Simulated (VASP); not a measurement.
Consider the following.

```
CELL_PARAMETERS angstrom
      3.02080     0.00000     0.00000
      0.00000     3.02080     0.00000
      0.00000     0.00000     3.02080
ATOMIC_POSITIONS crystal
  Pb 0.00000 0.00000 0.00000
  O  0.50000 0.50000 0.50000
```

Computed with PBEsol GGA, VASP's PBE PAW potentials (set 64) (plane waves; VASP). Settings: 620 eV cut-off, 9×9×9 Γ-centred mesh, Gaussian smearing of 0.050 eV, potentials Pb_d O.

### Question
What does the run give for the energy per atom (σ→0), pressure?

### Answer

```json
{
  "energy per atom (σ→0)": "-5.155 eV/atom",
  "pressure": "19.78 GPa"
}
```

Only differences to runs with the same potentials and settings are physical.

The structure was generated: PbO was put into the CsCl type type (Pm-3m), which need not be its known phase. It was relaxed first under an external pressure of 20 GPa.
